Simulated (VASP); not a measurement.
# Bi5Sb3 (Cm) in VASP: further runs

The runs below take Bi5Sb3 through phonons, dielectric tensor, with PBE+D3(BJ).

All numbers are computed with VASP 6.6.1; they aren't measurements. Logs are shortened: lines on timing, memory, paths and dates and some standing lists are left out, and cuts for length are marked.

### 1 Starting point

The structure is monoclinic, space group Cm (No. 8). Conventional cell: a = 9.265 Å, b = 8.928 Å, c = 6.402 Å, α = 90.00°, β = 92.81°, γ = 90.00°. Sb (site symmetry 1) has 1 Sb at 2.93 Å and 2 Bi at 3.01 to 3.02 Å as nearest neighbours. Around Sb (site symmetry m) lie 2 Sb at 2.93 Å and 1 Bi at 3.02 Å. Bi (site symmetry m) has 6 Bi at 3.07 to 3.39 Å as nearest neighbours. Bi (site symmetry m) is surrounded by 2 Sb at 3.02 to 3.41 Å and 4 Bi at 3.06 to 3.39 Å. Bi (site symmetry 1) is surrounded by 2 Sb at 3.02 to 3.40 Å and 4 Bi at 3.06 to 3.39 Å. Bi (site symmetry m) has 4 Sb at 3.01 to 3.45 Å and 2 Bi at 3.07 to 3.36 Å as nearest neighbours.

The cell was built by a generator and needn't be a form met in nature.

### 2 Phonons, PBE+D3(BJ)

Input file POSCAR:

```
Bi5Sb3
1.0
   -4.4638257925     -2.5822999181      3.8460991752
    4.4638257925     -2.5822999181      3.8460991752
    0.0000000000      5.1331940436      3.8251481134
  Sb              Bi
     3     5
Direct
     0.2373127826125374    0.2263827113433812    0.2403246311005836
     0.7263827113433812    0.7373127826125374    0.2403246311005836
     0.2705580857928150    0.7705580857928149    0.2594411521655862
     0.7361617176148160    0.2361617176148160    0.7356103389381506
     0.2388755867026551    0.7388755867026551    0.7311412294894426
     0.7625144198006742    0.7593246651552793    0.7683942462876228
     0.2593246651552794    0.2625144198006741    0.7683942462876228
     0.7688700309778418    0.2688700309778420    0.2563695246304079
```

Input file INCAR.step1:

```
PREC = Accurate
ENCUT = 600
EDIFF = 1E-8
ISMEAR = 0
SIGMA = 0.03
LREAL = F
LASPH = T
NELM = 80
ALGO = Fast
ISIF = 3
LWAVE = F
LCHARG = F
GGA = PE
IVDW = 12
KPAR = 4
IBRION = 2
NSW = 40
EDIFFG = -0.002
```

Input file INCAR.step2:

```
PREC = Accurate
ENCUT = 600
EDIFF = 1E-8
ISMEAR = 0
SIGMA = 0.03
LREAL = F
LASPH = T
NELM = 80
ALGO = Fast
ISIF = 2
LWAVE = F
LCHARG = F
GGA = PE
IVDW = 12
KPAR = 4
IBRION = 6
NFREE = 2
POTIM = 0.015
NSW = 1
```

Input file KPOINTS:

```
regular mesh
0
Gamma
  4 4 4
```

Potentials or basis: VASP PAW PBE potentials, release 64 (Sb, Bi_d).

Launch:

```sh
$ cat potpaw_PBE.64/Sb/POTCAR potpaw_PBE.64/Bi_d/POTCAR > POTCAR
$ cp INCAR.step1 INCAR
$ mpirun -np 4 vasp_std > vasp.out
$ cp CONTCAR POSCAR
$ cp INCAR.step2 INCAR
$ mpirun -np 4 vasp_std > vasp.out
```

OUTCAR:

```text
PREC = Accurate
   ENCUT = 600
   EDIFF = 1E-8
   ISMEAR = 0
   LREAL = F
   LASPH = T
   NELM = 80
   ISIF = 2
   GGA = PE
   IVDW = 12
   IBRION = 6
   NFREE = 2
   POTIM = 0.015
   NSW = 1
 IVDW          = 12

 ion  position               nearest neighbor table
   1  0.237  0.227  0.240-   3 2.93   8 3.01   7 3.02   7 3.41   8 3.45   3 3.52
   2  0.727  0.737  0.240-   3 2.93   8 3.01   6 3.02   6 3.41   8 3.45   3 3.52
   3  0.271  0.771  0.260-   1 2.93   2 2.93   5 3.02   5 3.41   1 3.52   2 3.52
   4  0.736  0.236  0.735-   6 3.07   7 3.07   8 3.07   8 3.36   7 3.39   6 3.39
   5  0.239  0.739  0.731-   3 3.02   6 3.06   7 3.06   7 3.39   6 3.39   3 3.41
   6  0.763  0.759  0.769-   2 3.02   5 3.06   4 3.07   4 3.39   5 3.39   2 3.41
   7  0.259  0.263  0.769-   1 3.02   5 3.06   4 3.07   4 3.39   5 3.39   1 3.41
   8  0.769  0.269  0.256-   1 3.01   2 3.01   4 3.07   4 3.36   2 3.45   1 3.45

  LATTYP: Found a base centered monoclinic cell.
 ALAT       =     9.2669081337
 B/A-ratio  =     0.9633567521
 C/A-ratio  =     0.6908596868
 COS(beta)  =    -0.0494799016

  Lattice vectors:

 A1 = (   4.4636692608,   2.5820909117,  -3.8472981575)
 A2 = (  -4.4636692608,   2.5820909117,  -3.8472981575)
 A3 = (   0.0000000000,   5.1328443908,   3.8263845362)

Analysis of symmetry for initial positions (statically):
=====================================================================
 Subroutine PRICEL returns:
 Original cell was already a primitive cell.

 Routine SETGRP: Setting up the symmetry group for a
 base centered monoclinic supercell.

 Subroutine GETGRP returns: Found  2 space group operations
 (whereof  1 operations were pure point group operations)
 out of a pool of  4 trial point group operations.

The static configuration has the point symmetry C_1 .
 The point group associated with its full space group is C_1h.

Analysis of symmetry for dynamics (positions and initial velocities):
=====================================================================
 Subroutine PRICEL returns:
 Original cell was already a primitive cell.

 Routine SETGRP: Setting up the symmetry group for a
 base centered monoclinic supercell.

 Subroutine GETGRP returns: Found  2 space group operations
 (whereof  1 operations were pure point group operations)
 out of a pool of  4 trial point group operations.

The dynamic configuration has the point symmetry C_1 .
 The point group associated with its full space group is C_1h.

 Subroutine INISYM returns: Found  2 space group operations
 (whereof  1 operations are pure point group operations),
 and found     1 'primitive' translations

----------------------------------------------------------------------------------------

                                     Primitive cell

  volume of cell :     264.4961

  direct lattice vectors                    reciprocal lattice vectors
    -4.463669261 -2.582090912  3.847298158    -0.112015468 -0.064574541  0.086622520
     4.463669261 -2.582090912  3.847298158     0.112015468 -0.064574541  0.086622520
     0.000000000  5.132844391  3.826384536     0.000000000  0.129854965  0.087151375

  length of vectors
     6.433757833  6.433757833  6.402133251     0.155630323  0.155630323  0.156389494

  position of ions in fractional coordinates (direct lattice)
     0.237218957  0.226577434  0.240494327
     0.726577434  0.737218957  0.240494327
     0.270819764  0.770819764  0.259654874
     0.735698452  0.235698452  0.734994380
     0.239138094  0.739138094  0.731322005
     0.762840833  0.758879936  0.768625959
     0.258879936  0.262840833  0.768625959
     0.768826529  0.268826529  0.255788170

  ion indices of the primitive-cell ions
   primitive index   ion index
                 1           1
                 2           2
                 3           3
                 4           4
                 5           5
                 6           6
                 7           7
                 8           8

----------------------------------------------------------------------------------------

 KPOINTS: regular mesh

Automatic generation of k-mesh.
 Grid dimensions read from file:
 generate k-points for:    4    4    4

 Generating k-lattice:

  Cartesian coordinates                     Fractional coordinates (reciprocal lattice)
    -0.028003867 -0.016143635  0.021655630     0.250000000 -0.000000000  0.000000000
     0.028003867 -0.016143635  0.021655630    -0.000000000  0.250000000  0.000000000
     0.000000000  0.032463741  0.021787844     0.000000000  0.000000000  0.250000000

  Length of vectors
     0.038907581  0.038907581  0.039097374

  Shift w.r.t. Gamma in fractional coordinates (k-lattice)
     0.000000000  0.000000000  0.000000000

 Subroutine IBZKPT returns following result:
 ===========================================

 Found     24 irreducible k-points:

 Following reciprocal coordinates:
            Coordinates               Weight
  0.000000  0.000000  0.000000      1.000000
  0.250000  0.000000  0.000000      4.000000
  0.500000  0.000000  0.000000      2.000000
  0.250000  0.250000  0.000000      2.000000
  0.500000  0.250000  0.000000      4.000000
 -0.250000  0.250000  0.000000      2.000000
[... 16 lines left out ...]
 -0.250000  0.250000  0.500000      2.000000
  0.500000  0.500000  0.500000      1.000000
   k-points           NKPTS =     24   k-points in BZ     NKDIM =     24   number of bands    NBANDS=     54
   number of dos      NEDOS =    301   number of ions     NIONS =      8
   total plane-waves  NPLWV = 157464
   dimension x,y,z NGX =    54 NGY =   54 NGZ =   54
   dimension x,y,z NGXF=   108 NGYF=  108 NGZF=  108
   ions per type =               3   5
   NGX,Y,Z   is equivalent  to a cutoff of  13.95, 13.95, 14.02 a.u.
   NGXF,Y,Z  is equivalent  to a cutoff of  27.91, 27.91, 28.04 a.u.
 SYSTEM =  unknown system
   PREC   = accura    normal or accurate (medium, high low for compatibility)
   ISTART =      0    job   : 0-new  1-cont  2-samecut
   ICHARG =      2    charge: 1-file 2-atom 10-const
   ISPIN  =      1    spin polarized calculation?
   LNONCOLLINEAR =      F non collinear calculations
   LSORBIT =      F    spin-orbit coupling
   LASPH  =      T    aspherical Exc in radial PAW
   ENCUT  =  600.0 eV  44.10 Ry    6.64 a.u.  12.85 12.85 12.79*2*pi/ulx,y,z
   NELM   =     80;   NELMIN=  2; NELMDL=  0     # of ELM steps
   EDIFF  = 0.1E-07   stopping-criterion for ELM
   LREAL  =      F    real-space projection
   EDIFFG = 0.1E-06   stopping-criterion for IOM
   NSW    =    133    number of steps for IOM
   IBRION =      6    ionic relax: 0-MD 1-quasi-New 2-CG
   NFREE  =      2    steps in history (QN), initial steepest desc. (CG)
   ISIF   =      2    stress and relaxation
   ISYM   =      2    0-nonsym 1-usesym 2-fastsym
   POTIM  = 0.0150    time-step for ionic-motion
   TEBEG  =    0.0;   TEEND  =   0.0 temperature during run
   PSTRESS=    0.0 pullay stress
   NELECT =      90.0000    total number of electrons
   NUPDOWN=      -1.0000    fix difference up-down
   EMIN   =  10.00;   EMAX   =-10.00  energy-range for DOS
   EFERMI =   0.00;   METHOD = LEGACY
   ISMEAR =     0;   SIGMA  =   0.03  broadening in eV -4-tet -1-fermi 0-gaus
   EFERMI_NEDOS =   21; number of points for ismear=-14 and -15
   IALGO  =     68    algorithm
   IMIX   =      4    mixing-type and parameters
     AMIX     =   0.40;   BMIX     =  1.00
     AMIX_MAG =   1.60;   BMIX_MAG =  1.00
  volume/ion in A,a.u.               =      33.06       223.11
  Fermi-wavevector in a.u.,A,eV,Ry     =   1.142920  2.159806 17.772835  1.306267
  Thomas-Fermi vector in A             =   2.279617
   LORBIT       =      0    0 simple, 1 ext, 2 COOP (PROOUT), +10 PAW based schemes
   GGA     = PE    functional components
   LHFCALC =     F    Hartree Fock is set to
   AEXX    =    0.0000 exact exchange contribution
   IVDW    =    12    specifies the selected vdW correction
   LEPSILON=     F    determine dielectric tensor
   LRPA    =     F    only Hartree local field effects (RPA)
 finite differences with symmetry
 non-spin polarized calculation
 RMM-DIIS sequential band-by-band and
 Gauss-broadening in eV      SIGMA  =   0.03
  energy-cutoff  :      600.00
  volume of cell :      264.50
 maximum number of plane-waves:      8860
 NGX is ok and might be reduce to    54
   NGX = 25   NGY = 25   NGZ = 25

--------------------------------------- Ionic step        1  -------------------------------------------

 number of electron      90.0000008 magnetization

 Free energy of the ion-electron system (eV)
  ---------------------------------------------------
  ext. energy  EPLUGINS =         0.00000000
  ---------------------------------------------------
  free energy    TOTEN  =       -31.71895430 eV

  energy without entropy =      -31.71842273  energy(sigma->0) =      -31.71868851

------------------------ aborting loop because EDIFF is reached ----------------------------------------

 Edisp (eV)   -3.70834

 E8    (eV) :    -1.8020
[... 123 lines left out ...]
  FREE ENERGIE OF THE ION-ELECTRON SYSTEM (eV)
  ---------------------------------------------------
  free  energy   TOTEN  =       -35.4268736352 eV

  energy  without entropy=      -35.4263423671  energy(sigma->0) =      -35.42660800

[... ionic steps 4 to 34 ...]

--------------------------------------- Ionic step       35  -------------------------------------------

 number of electron      90.0000007 magnetization

------------------------ aborting loop because EDIFF is reached ----------------------------------------
[... 87 lines left out ...]
--------------------------------------- Ionic step       37  -------------------------------------------

 number of electron      90.0000007 magnetization

 Free energy of the ion-electron system (eV)
  ---------------------------------------------------
  ext. energy  EPLUGINS =         0.00000000
  ---------------------------------------------------
  free energy    TOTEN  =       -31.71847867 eV

  energy without entropy =      -31.71794670  energy(sigma->0) =      -31.71821268

 E-fermi :   6.6485     XC(G=0):  -9.5755

 val. band max:        6.5711233828   @ k =   0.5000   0.5000   0.5000
 cond. band min:       6.6485603329   @ k =  -0.2500   0.2500   0.5000
 fundamental gap:      0.0774369501
 Fermi energy:         6.6485327386

 k-point     1 :       0.0000    0.0000    0.0000
  band No.  band energies     occupation
      1     -16.3541      2.00000
      2     -16.3159      2.00000
      3     -16.2475      2.00000
      4     -16.2385      2.00000
      5     -16.2011      2.00000
      6     -16.1812      2.00000
[... 1396 lines left out ...]
  FREE ENERGIE OF THE ION-ELECTRON SYSTEM (eV)
  ---------------------------------------------------
  free  energy   TOTEN  =       -35.4267914467 eV

  energy  without entropy=      -35.4262594728  energy(sigma->0) =      -35.42652546

 INTERNAL STRAIN TENSORS FROM DISPLACED ATOMS
 ============================================

 INTERNAL STRAIN TENSOR FOR ION    1 for displacements in x,y,z  (eV/Angst):
          X           Y           Z          XY          YZ          ZX
  --------------------------------------------------------------------------------
  x    -0.92543    -0.15375    -0.33578     3.02629     0.37719    -5.48125
  y     2.65549    -2.04750     0.00909    -0.40272    -5.17609     0.29178
  z    -4.51040    -3.48551    -6.46035     0.51262     0.54023    -0.70441

 INTERNAL STRAIN TENSOR FOR ION    8 for displacements in x,y,z  (eV/Angst):
          X           Y           Z          XY          YZ          ZX
  --------------------------------------------------------------------------------
  x     0.00000     0.00000     0.00000    -2.89974     0.00000     5.20580
  y    -2.30439     1.89790    -0.06504     0.00000     4.81438     0.00000
  z     3.99151     2.74110     5.43054     0.00000    -0.70879     0.00000

 Eigenvectors and eigenvalues of the dynamical matrix
 ----------------------------------------------------

   1 f  =    4.147098 THz    26.056985 2PiTHz  138.332297 cm-1    17.151011 meV
             X         Y         Z           dx          dy          dz
     -0.047500  0.036856  2.704587     0.229349   -0.167655    0.398766
      0.047500 -2.545235  6.551885    -0.229349   -0.167655    0.398766
      2.231835 -1.356840  5.001037    -0.000000    0.233032   -0.645303
     -2.231835  1.264377  6.549625     0.000000   -0.012484    0.060169
      2.231835  1.227764  6.562039    -0.000000    0.109913    0.057125
     -0.017680  0.016016  8.795572    -0.035012   -0.039205   -0.053998
      0.017680  2.598107  4.948274     0.035012   -0.039205   -0.053998
     -2.231835 -1.366394  4.970905     0.000000    0.059401   -0.125805
[... 243 lines left out ...]
  24 f/i=    0.016990 THz     0.106749 2PiTHz    0.566715 cm-1     0.070264 meV
             X         Y         Z           dx          dy          dz
     -0.047500  0.036856  2.704587    -0.001165   -0.192494   -0.217588
      0.047500 -2.545235  6.551885     0.001165   -0.192494   -0.217588
      2.231835 -1.356840  5.001037    -0.000000   -0.190933   -0.217922
     -2.231835  1.264377  6.549625    -0.000000   -0.268106   -0.292091
      2.231835  1.227764  6.562039    -0.000000   -0.247244   -0.286942
     -0.017680  0.016016  8.795572     0.004354   -0.251383   -0.285078
      0.017680  2.598107  4.948274    -0.004354   -0.251383   -0.285078
     -2.231835 -1.366394  4.970905    -0.000000   -0.267653   -0.293239

 ELASTIC MODULI CONTR FROM IONIC RELAXATION (kBar)
 Direction    XX          YY          ZZ          XY          YZ          ZX
 --------------------------------------------------------------------------------
 XX        -132.3554    -12.0052   -111.5197      0.0000    119.2953     -0.0000
 YY         -12.0052   -117.1495   -105.6683     -0.0000   -110.1049      0.0000
 ZZ        -111.5197   -105.6683   -178.3969      0.0000     -2.4079     -0.0000
 XY           0.0000      0.0000      0.0000    -59.6955     -0.0000    111.5256
 YZ         119.2953   -110.1049     -2.4079     -0.0000   -242.8328      0.0000
 ZX          -0.0000      0.0000     -0.0000    111.5256      0.0000   -213.6748
 --------------------------------------------------------------------------------
```

It took 61 min on 4 MPI ranks of Intel Xeon 6975P-C (Granite Rapids), shared host; peak memory 0.95 GiB.

What came out:

```
Highest phonon frequency at Γ, LO-TO splitting left out : 138 cm⁻¹
Dispersion energy per atom                              : -0.464 eV
```

Phonon frequencies in cm⁻¹ (negative: imaginary):
```csv
q point,frequencies
"(0.000, 0.000, 0.000)",-1 0 0 17 19 26 28 31 33 36 44 46 90 92 99 99 106 109 113 113 119 124 128 138
```

Caveat: spin-orbit coupling is left out, which moves the levels of the heavy elements.

[end of part 1 of 2]
